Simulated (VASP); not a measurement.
Output of a VASP run:

OSZICAR:
```
       N       E                     dE             d eps       ncg     rms          rms(c)
DAV:   1     0.347828218034E+03    0.34783E+03   -0.12928E+04  7532   0.184E+03
DAV:   2     0.246207429214E+02   -0.32321E+03   -0.31387E+03  7534   0.434E+02
DAV:   3    -0.221976271478E+02   -0.46818E+02   -0.43414E+02  9296   0.202E+02
DAV:   4    -0.245600330849E+02   -0.23624E+01   -0.23305E+01 10656   0.571E+01
DAV:   5    -0.246005889792E+02   -0.40556E-01   -0.40489E-01 11334   0.678E+00    0.181E+01
DAV:   6    -0.248644777160E+02   -0.26389E+00   -0.55419E+01  8810   0.195E+02    0.135E+01
DAV:   7    -0.211471800469E+02    0.37173E+01   -0.15566E+01  9424   0.107E+02    0.314E+00
DAV:   8    -0.210698249377E+02    0.77355E-01   -0.12552E+00  9534   0.135E+01    0.174E+00
DAV:   9    -0.210536802213E+02    0.16145E-01   -0.15217E-01 10178   0.893E+00    0.876E-01
DAV:  10    -0.210500791412E+02    0.36011E-02   -0.45764E-02  8438   0.883E+00    0.526E-01
DAV:  11    -0.210476009162E+02    0.24782E-02   -0.10114E-02 11106   0.232E+00    0.286E-01
DAV:  12    -0.210468373725E+02    0.76354E-03   -0.26423E-03  9216   0.102E+00    0.116E-01
DAV:  13    -0.210468179718E+02    0.19401E-04   -0.12287E-03 10518   0.106E+00    0.831E-02
DAV:  14    -0.210467471995E+02    0.70772E-04   -0.30856E-04 10054   0.583E-01    0.129E-02
DAV:  15    -0.210467479750E+02   -0.77551E-06   -0.39720E-05 11080   0.127E-01    0.684E-03
DAV:  16    -0.210467475625E+02    0.41248E-06   -0.50326E-06  7742   0.658E-02
   1 F= -.21046748E+02 E0= -.21001184E+02  d E =-.911280E-01  mag=    -0.0000    -0.0000     0.0000
```

OUTCAR:
```
------------------------ aborting loop because EDIFF is reached ----------------------------------------
  FORCE on cell =-STRESS in cart. coord.  units (eV):
  Direction    XX          YY          ZZ          XY          YZ          ZX
  --------------------------------------------------------------------------------------
  Total       -3.4008158     -3.4008158     -3.2226926      0.0000000     -0.0000000      0.0000000
  in kB     -109.4759102   -109.4759102   -103.7419344      0.0000000     -0.0000000      0.0000000
  external PRESSURE =    -107.5645849 kB  Pullay stress =       0.0000000 kB
  volume of cell :       49.77
      direct lattice vectors                 reciprocal lattice vectors
     3.691085000  0.000000000  0.000000000     0.270923048  0.000000000  0.000000000
     0.000000000  3.691085000  0.000000000     0.000000000  0.270923048  0.000000000
     0.000000000  0.000000000  3.653146000     0.000000000  0.000000000  0.273736664
 POSITION                                       TOTAL-FORCE (eV/Angst)
 -----------------------------------------------------------------------------------
      0.00000      1.84554      1.82657         0.000000      0.000000      0.000000
      1.84554      0.00000      1.82657         0.000000      0.000000      0.000000
      1.84554      1.84554      0.00000         0.000000      0.000000      0.000000
      0.00000      0.00000      0.00000         0.000000      0.000000      0.000000
 -----------------------------------------------------------------------------------
    total drift:                                0.000000     -0.000000     -0.000000
  FREE ENERGIE OF THE ION-ELECTRON SYSTEM (eV)
  ---------------------------------------------------
  free  energy   TOTEN  =       -21.0467475625 eV

  energy  without entropy=      -20.9556196052  energy(sigma->0) =      -21.00118358

 total charge

# of ion       s       p       d       tot
------------------------------------------
    1        0.447   0.367   9.192  10.006
    2        0.447   0.367   9.192  10.006
    3        0.445   0.366   9.191  10.002
    4        0.516   0.529   8.542   9.586
--------------------------------------------------
tot          1.854   1.628  36.117  39.600

 magnetization (x)

# of ion       s       p       d       tot
------------------------------------------
    1        0.000   0.000   0.000   0.000
    2        0.000   0.000  -0.000  -0.000
    3        0.000   0.000  -0.000  -0.000
    4       -0.000   0.000   0.000   0.000
--------------------------------------------------
tot         -0.000   0.000  -0.000  -0.000

 magnetization (y)

# of ion       s       p       d       tot
------------------------------------------
    1        0.000   0.000   0.000   0.000
    2        0.000   0.000   0.000   0.000
    3        0.000   0.000   0.000   0.000
    4       -0.000   0.000   0.000  -0.000
--------------------------------------------------
tot         -0.000   0.000   0.000   0.000

 magnetization (z)

# of ion       s       p       d       tot
------------------------------------------
    1        0.000  -0.000   0.000  -0.000
    2        0.000   0.000   0.000   0.000
    3        0.000  -0.000   0.000   0.000
    4        0.000   0.000  -0.000  -0.000
--------------------------------------------------
tot          0.000   0.000  -0.000  -0.000

...
```
(Selected blocks of OUTCAR.)

POSCAR:
```
Cu3Pd
1
    3.6910850000     0.0000000000     0.0000000000
    0.0000000000     3.6910850000     0.0000000000
    0.0000000000     0.0000000000     3.6531460000
Cu Pd
3 1
Direct
  0.0000000000   0.5000000000   0.5000000000
  0.5000000000   0.0000000000   0.5000000000
  0.5000000000   0.5000000000   0.0000000000
  0.0000000000   0.0000000000   0.0000000000
```

Q: Write an INCAR and KPOINTS that could have produced this output.

A: This is not unique; one that fits is the input of the run itself, LDA (Ceperley-Alder, Perdew-Zunger) with spin-orbit coupling, plane waves, VASP's LDA PAW potentials (set 64).

### INCAR
```
! general
SYSTEM        = Cu3Pd
PREC          = Accurate
ENCUT         = 300
LREAL         = F
LASPH         = T

! electronic loop
EDIFF         = 1E-6
NELM          = 100
ALGO          = Normal
LMAXMIX       = 4

! smearing
ISMEAR        = -1
SIGMA         = 0.136

! functional
GGA_COMPAT    = F

! spin
MAGMOM        = 12*0.0
LSORBIT       = T
LNONCOLLINEAR = T

! ions
ISIF          = 2

! output
LWAVE         = F
LCHARG        = F
LORBIT        = 11
```

KPOINTS:
```
kpoints
0
Gamma
 9 9 9
```

POTCAR, in this order: Cu Pd (LDA.64 set). Program: vasp_ncl.

At this cut-off the stress carries a Pulay error, which pulls relaxed volumes low.

The structure comes from a measured Cu3Pd entry of the Crystallography Open Database, whose conditions weren't checked. The cell was not relaxed at this level. The run is one of a series of settings (GGA_COMPAT = .FALSE., LNONCOLLINEAR = .TRUE., LSORBIT = .TRUE., MAGMOM = 0.0 0.0 0.0 0.0 0.0 0.0 0.0 0.0 0.0 0.0 0.0 0.0, program vasp_ncl against the base run), some of them coarse on purpose.
